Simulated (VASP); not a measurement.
Given:

```
AuZn
1.0
    3.13827     0.00000     0.00000
    0.00000     3.13827     0.00000
    0.00000     0.00000     3.13827
Zn Au
1 1
Direct
  0.50000   0.50000   0.50000
  0.00000   0.00000   0.00000
```

Computed with r2SCAN+rVV10, VASP's PBE PAW potentials (set 64) (plane waves; VASP). Run with 520 eV cut-off, 13×13×13 Γ-centred mesh, tetrahedra with Blöchl corrections, potentials Zn Au.

Unless said otherwise, spin-orbit coupling is left out, though it shifts the bands of the heavy elements here.

### Question
Estimate the energy per atom (σ→0), band gap (over mesh and band path) with the smallest direct gap where there is one.

### Answer

```
Item                                                                   Value
----------------------------------  ----------------------------------------
band gap (over mesh and band path)  none (metal, semimetal or under 0.01 eV)
energy per atom (σ→0)                                    -2865.4 kJ/mol-atom
```

The compound is AuZn in the CsCl type structure. It was relaxed first. The electron count is odd and the run is not spin-polarised, which forces a metal.
